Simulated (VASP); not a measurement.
Output of a VASP run:

File OUTCAR:
```
 ion  position               nearest neighbor table
   1  0.000  0.000  0.000-   4 2.56   3 2.56   4 2.56   4 2.56   3 2.56   3 2.56
   2  0.500  0.500  0.500-   3 2.56   4 2.56   3 2.56   3 2.56   4 2.56   4 2.56
   3  0.250  0.250  0.250-   1 2.56   2 2.56   1 2.56   1 2.56   2 2.56   2 2.56
   4  0.750  0.750  0.750-   2 2.56   1 2.56   2 2.56   2 2.56   1 2.56   1 2.56
  LATTYP: Found a trigonal (rhomboedric) cell.
 ALAT       =     6.2495659435
 COS(alpha) =     0.8317490965
 Subroutine PRICEL returns following result:
  LATTYP: Found a trigonal (rhomboedric) cell.
 ALAT       =     3.6124732048
 COS(alpha) =     0.4964439177
 Subroutine GETGRP returns: Found 12 space group operations
The static configuration has the point symmetry D_3d.
The dynamic configuration has the point symmetry D_3d.
The overall configuration has the point symmetry D_3d.
 Subroutine INISYM returns: Found 12 space group operations
 Subroutine IBZKPT returns following result:
 Found     65 irreducible k-points:

 Following reciprocal coordinates:
            Coordinates               Weight
  0.000000  0.000000  0.000000      1.000000
  0.125000 -0.000000 -0.000000      6.000000
  0.250000 -0.000000 -0.000000      6.000000
  0.375000 -0.000000 -0.000000      6.000000
  0.500000 -0.000000 -0.000000      3.000000
  0.125000  0.125000  0.000000      6.000000
  0.250000  0.125000  0.000000     12.000000
  0.375000  0.125000  0.000000     12.000000
  0.500000  0.125000  0.000000     12.000000
 -0.375000  0.125000 -0.000000     12.000000
 -0.250000  0.125000 -0.000000     12.000000
 -0.125000  0.125000  0.000000      6.000000
  0.250000  0.250000  0.000000      6.000000
  0.375000  0.250000  0.000000     12.000000
  0.500000  0.250000  0.000000     12.000000
 -0.375000  0.250000 -0.000000     12.000000
 -0.250000  0.250000  0.000000      6.000000
  0.375000  0.375000  0.000000      6.000000
  0.500000  0.375000  0.000000     12.000000
 -0.375000  0.375000  0.000000      6.000000
  0.500000  0.500000  0.000000      3.000000
  0.125000  0.125000  0.125000      2.000000
  0.250000  0.125000  0.125000      6.000000
  0.375000  0.125000  0.125000      6.000000
  0.500000  0.125000  0.125000      6.000000
 -0.375000  0.125000  0.125000      6.000000
 -0.250000  0.125000  0.125000      6.000000
 -0.125000  0.125000  0.125000      6.000000
  0.250000  0.250000  0.125000      6.000000
  0.375000  0.250000  0.125000     12.000000
  0.500000  0.250000  0.125000     12.000000
 -0.375000  0.250000  0.125000     12.000000
 -0.250000  0.250000  0.125000     12.000000
 -0.125000  0.250000  0.125000     12.000000
  0.375000  0.375000  0.125000      6.000000
  0.500000  0.375000  0.125000     12.000000
 -0.375000  0.375000  0.125000     12.000000
 -0.250000  0.375000  0.125000     12.000000
 -0.125000  0.375000  0.125000     12.000000
  0.500000  0.500000  0.125000      6.000000
   k-points           NKPTS =     65   k-points in BZ     NKDIM =     65   number of bands    NBANDS=     23
   number of dos      NEDOS =    601   number of ions     NIONS =      4
   total plane-waves  NPLWV = 110592
   dimension x,y,z NGX =    48 NGY =   48 NGZ =   48
   dimension x,y,z NGXF=    96 NGYF=   96 NGZF=   96
   ions per type =               2   2
   PREC   = accura    normal or accurate (medium, high low for compatibility)
   ISTART =      0    job   : 0-new  1-cont  2-samecut
   ICHARG =      2    charge: 1-file 2-atom 10-const
   ISPIN  =      2    spin polarized calculation?
   LNONCOLLINEAR =      F non collinear calculations
   LSORBIT =      F    spin-orbit coupling
   INIWAV =      1    electr: 0-lowe 1-rand  2-diag
   ENCUT  =  520.0 eV  38.22 Ry    6.18 a.u.  11.62 11.62 11.62*2*pi/ulx,y,z
   NELM   =    100;   NELMIN=  2; NELMDL= -5     # of ELM steps
   EDIFF  = 0.1E-06   stopping-criterion for ELM
   LREAL  =      F    real-space projection
   NLSPLINE    = F    spline interpolate recip. space projectors
...
```

### OSZICAR
```
       N       E                     dE             d eps       ncg     rms          rms(c)
DAV:   1     0.392174586577E+03    0.39217E+03   -0.21637E+04  6348   0.181E+03
DAV:   2     0.155571135348E+02   -0.37662E+03   -0.37180E+03  6015   0.485E+02
DAV:   3    -0.194591895645E+02   -0.35016E+02   -0.34573E+02  8761   0.135E+02
DAV:   4    -0.206064282282E+02   -0.11472E+01   -0.11465E+01  6848   0.226E+01
DAV:   5    -0.206328683295E+02   -0.26440E-01   -0.26435E-01  7552   0.397E+00    0.160E+01
DAV:   6    -0.186274647560E+02    0.20054E+01   -0.25206E+01  7911   0.461E+01    0.147E+01
DAV:   7    -0.185379186104E+02    0.89546E-01   -0.25235E+00  7279   0.191E+01    0.843E+00
DAV:   8    -0.185578694945E+02   -0.19951E-01   -0.25670E-01  7699   0.440E+00    0.416E+00
DAV:   9    -0.185505670525E+02    0.73024E-02   -0.55903E-02  7953   0.222E+00    0.372E-01
DAV:  10    -0.185523444107E+02   -0.17774E-02   -0.82918E-03  7399   0.636E-01    0.178E-01
DAV:  11    -0.185524710660E+02   -0.12666E-03   -0.10121E-03  6938   0.205E-01    0.103E-01
DAV:  12    -0.185525556242E+02   -0.84558E-04   -0.23150E-04  7336   0.983E-02    0.784E-02
DAV:  13    -0.185525824511E+02   -0.26827E-04   -0.16850E-05  6808   0.347E-02    0.454E-02
DAV:  14    -0.185526057784E+02   -0.23327E-04   -0.19527E-05  6498   0.332E-02    0.102E-02
DAV:  15    -0.185526040274E+02    0.17510E-05   -0.94547E-07  7142   0.932E-03    0.352E-03
DAV:  16    -0.185526036856E+02    0.34181E-06   -0.10503E-07  4482   0.240E-03    0.194E-03
DAV:  17    -0.185526041982E+02   -0.51263E-06   -0.10565E-07  3790   0.231E-03    0.696E-04
DAV:  18    -0.185526040978E+02    0.10035E-06   -0.31004E-08  3438   0.131E-03    0.221E-04
DAV:  19    -0.185526041060E+02   -0.81163E-08   -0.49605E-09  3508   0.479E-04
   1 F= -.18552604E+02 E0= -.18552604E+02  d E =0.000000E+00  mag=    -0.0000
```

File OUTCAR:
```
------------------------ aborting loop because EDIFF is reached ----------------------------------------
  FORCE on cell =-STRESS in cart. coord.  units (eV):
  Direction    XX          YY          ZZ          XY          YZ          ZX
  --------------------------------------------------------------------------------------
  Total        0.0043155      0.0043155      0.0043155     -0.0312800     -0.0312800     -0.0312800
  in kB        0.1031604      0.1031604      0.1031604     -0.7477296     -0.7477296     -0.7477296
  external PRESSURE =       0.1031604 kB  Pullay stress =       0.0000000 kB
  volume of cell :       67.02
      direct lattice vectors                 reciprocal lattice vectors
     5.108792477  2.545320599  2.545320599     0.292745520 -0.097350431 -0.097350431
     2.545320599  5.108792477  2.545320599    -0.097350431  0.292745520 -0.097350431
     2.545320599  2.545320599  5.108792477    -0.097350431 -0.097350431  0.292745520
 POSITION                                       TOTAL-FORCE (eV/Angst)
 -----------------------------------------------------------------------------------
      0.00000      0.00000      0.00000        -0.000000      0.000000      0.000000
      5.09972      5.09972      5.09972        -0.000000     -0.000000      0.000000
      2.54986      2.54986      2.54986        -0.000000     -0.000000     -0.000000
      7.64958      7.64958      7.64958         0.000000     -0.000000      0.000000
 -----------------------------------------------------------------------------------
    total drift:                                0.000000     -0.000000     -0.000000
  FREE ENERGIE OF THE ION-ELECTRON SYSTEM (eV)
  ---------------------------------------------------
  free  energy   TOTEN  =       -18.5526041060 eV

  energy  without entropy=      -18.5526041060  energy(sigma->0) =      -18.55260411

 total charge

# of ion       s       p       d       tot
------------------------------------------
    1        0.222   6.175   5.001  11.397
    2        0.222   6.175   5.001  11.397
    3        1.334   2.431   0.000   3.765
    4        1.334   2.431   0.000   3.765
--------------------------------------------------
tot          3.113  17.212  10.001  30.325

 magnetization (x)

# of ion       s       p       d       tot
------------------------------------------
    1        0.015   0.012   4.071   4.098
    2       -0.015  -0.012  -4.071  -4.098
    3        0.000   0.000   0.000   0.000
    4        0.000   0.000   0.000   0.000
--------------------------------------------------
tot          0.000   0.000   0.000   0.000

 Electric field gradients after diagonalization (V/A^2)
 (convention: |V_zz| > |V_xx| > |V_yy|)
----------------------------------------------------------------------
 ion       V_xx      V_yy      V_zz     asymmetry (V_yy - V_xx)/ V_zz
----------------------------------------------------------------------
   1       1.176     1.176    -2.352       0.000
   2       1.176     1.176    -2.352       0.000
   3       2.367     2.367    -4.734       0.000
   4       2.367     2.367    -4.734       0.000
```
(Selected blocks of OUTCAR.)

POSCAR:
```
MnS
1
    5.1087924773     2.5453205993     2.5453205993
    2.5453205993     5.1087924773     2.5453205993
    2.5453205993     2.5453205993     5.1087924773
Mn S
2 2
Direct
  0.0000000000   0.0000000000   0.0000000000
  0.5000000000   0.5000000000   0.5000000000
  0.2500000000   0.2500000000   0.2500000000
  0.7500000000   0.7500000000   0.7500000000
```

Write an INCAR and KPOINTS that could have produced this output.

Several could match; the one computed here: the input of the run itself, optB88-vdW, plane waves, VASP's PBE PAW potentials (set 64).

### INCAR
```
# general
SYSTEM    =  MnS
PREC      =  Accurate
ENCUT     =  520
LREAL     =  F
LASPH     =  T

# electronic loop
EDIFF     =  1E-7
NELM      =  100
ALGO      =  Normal
LMAXMIX   =  4

# smearing
ISMEAR    =  -5

# functional
GGA       =  BO
LUSE_VDW  =  T
AGGAC     =  0.0
PARAM1    =  0.1833333333
PARAM2    =  0.22

# spin
ISPIN     =  2
MAGMOM    =  4.1 -4.1 2*0.0

# ions
ISIF      =  2

# output
LWAVE     =  F
LCHARG    =  T
LORBIT    =  11
NEDOS     =  601

# other
LEFG      =  T
```

File KPOINTS:
```
Automatic mesh
0
Gamma
8 8 8
0 0 0
```

POTCAR, in this order: Mn_pv S (PBE.64 set). Program: vasp_std.

The compound is MnS in the rock salt, AFM-II order structure. It was relaxed first, which changed the volume by -6 %.
